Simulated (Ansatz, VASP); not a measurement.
**GaH2N (H-GaN-H chair monolayer): VASP beside Ansatz**

Wanted: the spread between two codes on one cell, functional and k mesh. The structure shown is the end of the Ansatz relaxation below.

Method: plane waves, with VASP 6.6.1 beside it; single point at PBE, in Ansatz 0.2.0.

### 1. The starting structure

The cell holds 4 atoms: 2 H, 1 N and 1 Ga. Cell: a = 3.225 Å, b = 3.225 Å, c = 30.187 Å, α = 90.0°, β = 90.0°, γ = 120.0°. Vacuum lies along c. The height across the vacuum is the one that the program set for its solve, not the one typed.

### 2. Ansatz: relaxation, PBE

Ansatz runs on its default PAW (the set named soft_2) files.

This run makes the geometry at which the two programs are then compared.

Contents of input.yaml:

```yaml
crystal:
  lattice:
    - [3.1845, 0.0, 0.0]
    - [-1.59225, 2.7578578984, 0.0]
    - [0.0, 0.0, 17.1933333353]
  atoms:
    - { symbol: H, position: [0.6666666667, 0.3333333333, 0.4071345482] }
    - { symbol: "N", position: [0.6666666667, 0.3333333333, 0.4664598682] }
    - { symbol: Ga, position: [0.3333333333, 0.6666666667, 0.5038774719] }
    - { symbol: H, position: [0.3333333333, 0.6666666667, 0.5928654518] }
  periodic: [true, true, false]
kpoints:
  mp_grid: { grid: [12, 12, 1] }
hamiltonian:
  xc: pbe
scf:
  occupations: { method: fermi_dirac, width: 0.05 }
relax:
  f_tol: 0.01
  max_steps: 90
  cell: {}
```

Launch:

```sh
$ ansatz run input.yaml --threads 2 --pin off --max-ram 4096MiB --backend cpu --events-out ev --progress --plain --runs-dir out
```

Numbers of over 12 decimals in the logs are rounded to 6 here.

Log:

```text
Warning: crystal.periodic: the lattice vector that does not repeat stood 0.000° off the slab's normal, 17.193 Å along it as the deck builds it. The run solves the slab on a vector along the normal, 30.187 Å long, with every atom where it was (on the deck's vector they left 14.00 Å outside them, and the widest stretch free of ions among them is 1.53 Å). A fractional position that the run reports is one of the run's ce [...]
crystal.periodic: the lattice vector that does not repeat stood 0.000° off the slab's normal, 17.193 Å along it as the deck builds it. The run solves the slab on a vector along the normal, 30.187 Å long, with every atom where it was (on the deck's vector they left 14.00 Å outside them, and the widest stretch free of ions among them is 1.53 Å). A fractional position that the run reports is one of the run's cell, which [...]
Engine: ansatz 0.2.0, x86_64-unknown-linux-gnu
Pseudopotentials: kind: paw
Pseudopotential: H, paw, valence charge 1, recommended cutoff 420 eV (normal), H.paw.azcp
Pseudopotential: N, paw, valence charge 5, recommended cutoff 420 eV (normal), N.paw.azcp
Pseudopotential: Ga, paw, valence charge 13, recommended cutoff 420 eV (normal), Ga.paw.azcp
Functional definition: PBE
  parameter kappa = 0.804
  parameter beta = 0.066725
  exchange = pbe_x(kappa = kappa, mu = beta*pi^2/3)
  correlation = pbe_c(beta = beta)
Crystal: 4 atoms, lattice volume = 265.111 Å³
Basis set: ecut = 420 eV, 5249 PW (Γ), exchange–correlation on 48×48×432 points (8 copies of the dense FFT grid, shifted against one another)
Bands: 14, of which v1, the nominal top of the filled ones, is band 10 counted from 1 (9 counted from 0)
Symmetry: 6 space group operations
Space group: P3m1 (ITA 156), of the structure as read, at distance tolerance 6.4e-5 Å
k-points: 19 of 144 (time reversal used)
Non-local potential: H, projectors of the file, l = 0: 2, l = 1: 1
Non-local potential: N, projectors of the file, l = 0: 2, l = 1: 2, l = 2: 1
Non-local potential: Ga, projectors of the file, l = 0: 2, l = 1: 2, l = 2: 3, l = 3: 1
PAW form: soft (Blöchl's): semilocal exchange-correlation on the pseudo side does not see the compensation charge
PAW one-centre angular grid: H, 110 points (default); XC on 64 Gauss nodes
PAW one-centre angular grid: N, 110 points (default); XC on 64 Gauss nodes
PAW one-centre angular grid: Ga, 590 points (default); XC on 64 Gauss nodes
Initial density: superposition of atomic densities (neutral atoms: chi_scale 0, normalization atom), corrected by the library's trained network
Initial wavefunctions: pseudopotential atomic-orbital guess
[...]
SCF iter   3: F=—  HF=-4199.622148 eV  |F-HF|=—  |Δ(HF+E_count)|=   9.34e-5  Δρ=1.17e-4  dr2=2.52e-5  ethr=2.03e-6  ⟨swp⟩=3.1  Hψ=425  notcnv=0
SCF iter   4: F=—  HF=-4199.622150 eV  |F-HF|=—  |Δ(HF+E_count)|=   2.66e-6  Δρ=3.60e-5  dr2=8.94e-6  ethr=1.26e-7  ⟨swp⟩=2.7  Hψ=442  notcnv=0
SCF iter   5: F=-4199.622149 eV  HF=-4199.622149 eV  |F-HF|=6.79e-8  |Δ(HF+E_count)|=   1.43e-6  Δρ=1.18e-5  dr2=1.76e-7  ethr=1.90e-9  ⟨swp⟩=4.8  Hψ=1360  notcnv=0
SCF 4 converged in 5 iterations: F = -4199.622149 eV  dr2 = 1.76e-7
relax step   4: F+E_penalty+E_count = -4199.62214882 eV  Δ(F+E_penalty+E_count) = -3.593e-4 eV  max|allowed force component| = 6.091e-3 eV/Å  Δτ_max = 0.0021 Å  P = +0.022 N/m  Ω = 271.492 Å³  energy of the carried Pulay correction = -2.498e-3 eV  fix = [c, alpha, beta]  reactions: c +0.000 N/m  (5 SCF iters, dr2 threshold 3.80e-7 eV, accepted)
[...]
relax step   5: F+E_penalty+E_count = -4199.62494234 eV  Δ(F+E_penalty+E_count) = -2.794e-3 eV  max|allowed force component| = 5.605e-3 eV/Å  Δτ_max = 0.0000 Å  P = +0.071 N/m  Ω = 271.492 Å³  fix = [c, alpha, beta]  reactions: c +0.000 N/m  stress off target by 7.08e-2 N/m on what of the cell is left free  SCF on the basis re-selected at this cell (its energy is not comparable with the rows above)  (8 SCF iters)
[...]
relax step   6: F+E_penalty+E_count = -4199.62483281 eV  Δ(F+E_penalty+E_count) = +1.095e-4 eV  max|allowed force component| = 2.566e-3 eV/Å  Δτ_max = 0.0003 Å  P = +0.003 N/m  Ω = 271.839 Å³  energy of the carried Pulay correction = -1.358e-4 eV  fix = [c, alpha, beta]  reactions: c +0.000 N/m  (5 SCF iters, dr2 threshold 7.19e-9 eV, accepted)
[...]
relax step   7: F+E_penalty+E_count = -4199.62495364 eV  Δ(F+E_penalty+E_count) = -1.208e-4 eV  max|allowed force component| = 2.587e-3 eV/Å  Δτ_max = 0.0000 Å  P = +0.004 N/m  Ω = 271.839 Å³  fix = [c, alpha, beta]  reactions: c +0.000 N/m  stress off target by 3.89e-3 N/m on what of the cell is left free  SCF on the basis re-selected at this cell (its energy is not comparable with the rows above)  (6 SCF iters)
basis re-selected at this cell: Δ(F+E_penalty+E_count) = -1.208e-4 eV, ΔP = +0.001 N/m vs the last step (what re-selecting the basis moved, of the pressure what is left beyond the Pulay correction that the steps carried, after the strain that the cell walked since its last selection, with what the two solves' SCF thresholds leave and, on support functions, any second-order correction that the steps lacked; it is no m [...]
SCF converged after 6 iterations
Free energy (F): -4199.624954 eV
Harris-Foulkes:  -4199.624954 eV  (|F-HF|=8.40e-9)
Internal energy: -4199.624954 eV  (E = F + TS)
E sigma→0 (E₀):  -4199.624954 eV
Fermi energy:    -4.299871 eV
--- Per-component energies (eV) ---
  E_band       = -292.257639
  E_kinetic    = 273.334861
  E_local      = -29143.804289  (includes V_loc(G=0)·N_el)
  E_nonlocal   = 475.662457
  E_hartree    = 14347.125931
  E_xc         = -146.036185
  E_vxc        = -156.141920  (∫ρ·V_xc dr)
  E_paw        = -2119.592471  (= ΣΔE_a)
  E_vpaw       = -435.558116  (= ΣTr[D̂ρ^β])
  E_aug_tail   = -0.002485  (compensation charges beyond the density's cutoff)
  E_ewald      = 12113.687227
  E_smearing   = -0.000000  (= −TS)
  E_closure    = -0.000000  (closes the sum)
  Σ components = -4199.624954   (vs F -4199.624954, Δ=0.00e0)
--- Forces (eV/Å), atoms counted from 1 ---
  atom   1  H      0.00000000    -0.00000000    -0.00258680
  atom   2  N     -0.00000000     0.00000000     0.00251102
  atom   3  Ga     0.00000000    -0.00000000     0.00037795
  atom   4  H      0.00000000    -0.00000000    -0.00030140
  max |Σ_I F_I| component: 7.72e-7 eV/Å
--- 2D stress c σ (N/m, compression-positive) ---
        0.003892       0.000000       0.000000
        0.000000       0.003892      -0.000000
        0.000000      -0.000000       0.000000
  P = ½ c Tr σ = 0.0039 N/m
--- Relaxed structure (5 steps of the walk, 5 accepted, 2 SCFs on fresh bases) ---
  F+E_penalty+E_count = -4199.62495364 eV   max|allowed force component| = 2.587e-3 eV/Å   (the final SCF, on the basis selected at the relaxed cell)
  cell:  # Å, volume = 271.8393 Å³
    - [3.224655, 0, 0]
    - [-1.612328, 2.792633, 0]
    - [0, 0, 30.186667]
  atoms:
    - { symbol: H, position: [0.666667, 0.333333, 0.230395] }
    - { symbol: N, position: [0.666667, 0.333333, 0.264346] }
    - { symbol: Ga, position: [0.333333, 0.666667, 0.288088] }
    - { symbol: H, position: [0.333333, 0.666667, 0.339411] }
```

### 3. VASP: single point, PBE

The same cell, functional, mesh and smearing now go to VASP, with its own data sets.

Lines of VASP's logs that name or quote its potential files are left out, and so is its time.

Contents of INCAR:

```
SYSTEM = GaH2N
PREC = Accurate
ENCUT = 520
EDIFF = 1E-06
NELM = 120
ISMEAR = -1
SIGMA = 0.05
LREAL = .FALSE.
ALGO = Normal
GGA = PE
NBANDS = 16
LORBIT = 11
LWAVE = .FALSE.
LCHARG = .FALSE.
ISIF = 2
LDIPOL = .TRUE.
IDIPOL = 3
DIPOL = 0.5 0.5 0.28
LVHAR = .TRUE.
LASPH = .TRUE.
GGA_COMPAT = .FALSE.
EFERMI = MIDGAP
NELMDL = -8
```

Contents of POSCAR:

```
GaH2N
1.0
    3.2246550457      0.0000000000      0.0000000000
   -1.6123275228      2.7926331880      0.0000000000
    0.0000000000      0.0000000000     30.1866666725
H N Ga
2 1 1
Direct
    0.6666666667      0.3333333333      0.2303950507
    0.3333333333      0.6666666667      0.3394109678
    0.6666666667      0.3333333333      0.2643456552
    0.3333333333      0.6666666667      0.2880877255
```

Contents of KPOINTS:

```
Automatic mesh
0
Gamma
12 12 1
0 0 0
```

Potentials, in the order of the species: H, N and Ga_d (PBE family, release 64).

Launch:

```sh
$ mpirun -np 1 vasp_std
```

Log:

```text
[banner, memory and clock lines left out]
running    1 mpi-ranks, on    1 nodes
 distrk:  each k-point on    1 cores,    1 groups
 distr:  one band on    1 cores,    1 groups

 POSCAR found type information on POSCAR H N Ga
 POSCAR found :  3 types and       4 ions
 LDA part: xc-table for (Slater+PW92), standard interpolation
 POSCAR, INCAR and KPOINTS ok, starting setup
 FFT: planning ... GRIDC
 FFT: planning ... GRID_SOFT
 FFT: planning ... GRID
 WAVECAR not read
 entering main loop
       N       E                     dE             d eps       ncg     rms          rms(c)
DAV:   1     0.121578465529E+03    0.12158E+03   -0.83984E+03   680   0.972E+02
DAV:   2    -0.494241885163E+00   -0.12207E+03   -0.11521E+03   800   0.216E+02
DAV:   3    -0.207694032481E+02   -0.20275E+02   -0.20115E+02   776   0.888E+01
DAV:   4    -0.216285235861E+02   -0.85912E+00   -0.85851E+00   832   0.232E+01
DAV:   5    -0.216377605784E+02   -0.92370E-02   -0.92356E-02   840   0.209E+00
DAV:   6    -0.216379560004E+02   -0.19542E-03   -0.19542E-03   896   0.319E-01
DAV:   7    -0.216379577417E+02   -0.17413E-05   -0.17413E-05   888   0.294E-02
DAV:   8    -0.216379578126E+02   -0.70890E-07   -0.70892E-07   696   0.610E-03    0.883E+00
DAV:   9    -0.191291571848E+02    0.25088E+01   -0.84077E+00   992   0.350E+01    0.341E+00
DAV:  10    -0.190330237520E+02    0.96133E-01   -0.92674E-01   840   0.756E+00    0.245E+00
DAV:  11    -0.189298575301E+02    0.10317E+00   -0.35068E-01   944   0.618E+00    0.640E-01
DAV:  12    -0.189104281759E+02    0.19429E-01   -0.93557E-02   984   0.373E+00    0.273E-01
DAV:  13    -0.189036970327E+02    0.67311E-02   -0.90890E-03   840   0.947E-01    0.112E-01
DAV:  14    -0.188999093617E+02    0.37877E-02   -0.20317E-03   864   0.332E-01    0.727E-02
[...]
DAV:  20    -0.189008267339E+02   -0.15386E-03   -0.18510E-05   688   0.241E-02    0.866E-03
DAV:  21    -0.189009180714E+02   -0.91338E-04   -0.17731E-05   656   0.246E-02    0.247E-03
DAV:  22    -0.189009381064E+02   -0.20035E-04   -0.16063E-06   648   0.948E-03    0.189E-03
DAV:  23    -0.189009614133E+02   -0.23307E-04   -0.13076E-06   576   0.501E-03    0.126E-03
DAV:  24    -0.189009702686E+02   -0.88554E-05   -0.46942E-07   552   0.519E-03    0.772E-04
DAV:  25    -0.189009729767E+02   -0.27081E-05   -0.99522E-08   488   0.246E-03    0.230E-04
DAV:  26    -0.189009755015E+02   -0.25248E-05   -0.53095E-08   504   0.124E-03    0.193E-04
DAV:  27    -0.189009761055E+02   -0.60402E-06   -0.10974E-08   584   0.994E-04
   1 F= -.18900976E+02 E0= -.18900976E+02  d E =-.997744E-14
```

Parts of OUTCAR (step 3):

```text
ion  position               nearest neighbor table
   1  0.667  0.333  0.230-   3 1.02
   2  0.333  0.667  0.339-   4 1.55
   3  0.667  0.333  0.264-   1 1.02   4 1.99   4 1.99   4 1.99
   4  0.333  0.667  0.288-   2 1.55   3 1.99   3 1.99   3 1.99

  LATTYP: Found a hexagonal cell.
 ALAT       =     3.2246550457
 C/A-ratio  =     9.3612080191

 Subroutine GETGRP returns: Found  6 space group operations
 (whereof  6 operations were pure point group operations)

The static configuration has the point symmetry C_3v.

 Found     19 irreducible k-points:

   k-points           NKPTS =     19   k-points in BZ     NKDIM =     19   number of bands    NBANDS=     16

   dimension x,y,z NGX =    24 NGY =   24 NGZ =  240
   dimension x,y,z NGXF=    48 NGYF=   48 NGZF=  480

   ENCUT  =  520.0 eV  38.22 Ry    6.18 a.u.   6.00  6.00 56.13*2*pi/ulx,y,z

   NELECT =      20.0000    total number of electrons

 k-points in reciprocal lattice and weights: Automatic mesh
   0.00000000  0.00000000  0.00000000       0.007
   0.08333333 -0.00000000  0.00000000       0.042
   0.16666667 -0.00000000  0.00000000       0.042
   0.25000000 -0.00000000  0.00000000       0.042
   0.33333333 -0.00000000  0.00000000       0.042
   0.41666667  0.00000000  0.00000000       0.042
   0.50000000 -0.00000000  0.00000000       0.021
   0.08333333  0.08333333  0.00000000       0.042
   0.16666667  0.08333333  0.00000000       0.083
[...]
0.33333333  0.25000000  0.00000000       0.083
   0.33333333  0.33333333  0.00000000       0.014

 dipolmoment           0.000000      0.000000      0.164983 electrons x Angstroem

 average (electrostatic) potential at core
       1 -42.7316       2 -38.5332       3 -71.9647       4 -72.7892

 E-fermi :  -3.3378

 k-point     1 :       0.0000    0.0000    0.0000
  band No.  band energies     occupation
    ...
      6     -17.1218      2.00000
      7     -11.4098      2.00000
      8      -6.4905      2.00000
      9      -4.8282      2.00000
     10      -4.8282      2.00000
     11      -1.8473      0.00000
     12      -0.5864      0.00000
     13      -0.2248      0.00000
     14       0.4539      0.00000
     15       1.3977      0.00000
    ...

 k-point     2 :       0.0833   -0.0000    0.0000
  band No.  band energies     occupation
    ...
      6     -17.1167      2.00000
      7     -11.3516      2.00000
      8      -6.4793      2.00000
      9      -5.2437      2.00000
     10      -4.9199      2.00000
     11      -1.6158      0.00000
     12      -0.4209      0.00000
     13      -0.0180      0.00000
     14       0.6176      0.00000
     15       1.5257      0.00000
    ...

 k-point     3 :       0.1667   -0.0000    0.0000
  band No.  band energies     occupation
    ...
      6     -17.0861      2.00000
      7     -11.1864      2.00000
      8      -6.6747      2.00000
      9      -5.8985      2.00000
     10      -5.1602      2.00000
     11      -1.1444      0.00000
     12       0.0105      0.00000
     13       0.5075      0.00000
     14       1.0885      0.00000
     15       1.8895      0.00000
    ...

  Total       -0.0256492     -0.0256492     -0.0332787     -0.0000000      0.0000000     -0.0000000
  in kB       -0.1511725     -0.1511725     -0.1961394     -0.0000000      0.0000000     -0.0000000
  external PRESSURE =      -0.1661615 kB  Pullay stress =       0.0000000 kB

  energy-cutoff  :      520.00
  volume of cell :      271.84
      direct lattice vectors                 reciprocal lattice vectors
     3.224655046  0.000000000  0.000000000     0.310110690  0.179042490  0.000000000
    -1.612327523  2.792633188  0.000000000     0.000000000  0.358084980  0.000000000
     0.000000000  0.000000000 30.186666672     0.000000000  0.000000000  0.033127208

 POSITION                                       TOTAL-FORCE (eV/Angst)
 -----------------------------------------------------------------------------------
      1.61233      0.93088      6.95486        -0.000000      0.000000     -0.015102
     -0.00000      1.86176     10.24569        -0.000000      0.000000     -0.029288
      1.61233      0.93088      7.97971         0.000000      0.000000     -0.018718
     -0.00000      1.86176      8.69641         0.000000     -0.000000      0.063108
 -----------------------------------------------------------------------------------
    total drift:                               -0.000000     -0.000000     -0.000697

  FREE ENERGIE OF THE ION-ELECTRON SYSTEM (eV)
  ---------------------------------------------------
  free  energy   TOTEN  =       -18.9009761055 eV

  energy  without entropy=      -18.9009761055  energy(sigma->0) =      -18.90097611

 vacuum level on the upper side and lower side of the slab         2.653        -0.662

 total charge
# of ion       s       p       d       tot
------------------------------------------
    1        0.641   0.082   0.000   0.723
    2        0.539   0.010   0.000   0.549
    3        1.222   2.580   0.000   3.802
    4        0.823   0.887  10.100  11.810
--------------------------------------------------
tot          3.225   3.559  10.100  16.883

[... 3 further parts left out ...]
```

### 4. Differences

Known differences besides the potentials themselves: Ansatz cuts the interaction across the vacuum, VASP repeats the sheet with a dipole correction; the cutoff is 420 eV in Ansatz and 520 eV in VASP. Total energies have different zeros and are not compared.

The two programs side by side:

```
              quantity  Ansatz   VASP  difference
gap on the k mesh (eV)   2.983  2.981      +0.002
```

Forces (eV/Å; atoms numbered as in POSCAR):

```
atom        Ansatz x, y, z          VASP x, y, z
  H1  0.000, 0.000, -0.003  0.000, 0.000, -0.015
  H2   0.000, 0.000, 0.000  0.000, 0.000, -0.029
  N3   0.000, 0.000, 0.003  0.000, 0.000, -0.019
 Ga4   0.000, 0.000, 0.000   0.000, 0.000, 0.063
```

The forces differ by 21 meV/Å r.m.s., where the r.m.s. force is 0.001 eV/Å in Ansatz and 0.021 eV/Å in VASP: the atoms lie near their places of rest in Ansatz, so a percentage would say little (all taken over all components). A gap on the mesh is an upper bound, since the band edges may lie between its points. With vacuum in the cell, a pressure given here is an average over mostly empty space and none of the material.

### 5. Outcome

| Item | Value |
| --- | --- |
| r.m.s. force difference (single point, PBE) | 21 meV/Å |

In words: The r.m.s. force difference is 21 meV/Å (single point, PBE), beyond the 12 meV/Å picked in this series as the mark of a large difference. What causes the difference of the single point, PBE pair stays open here. How closely two codes agree says nothing of how well the functional describes the real material.

[Lines on the potential files, build, host, timing and source positions are cut from VASP's logs without a mark.]

[Logs are printed without paths, hosts, clocks, repeated set-up lines and the standing remarks that a program may print on its own settings, such as how far it seeks lower states.]

[Hosts, paths, dates, database ids (printed as entryN), source tags and the programs' standing remarks are cut or masked in the printed files.]
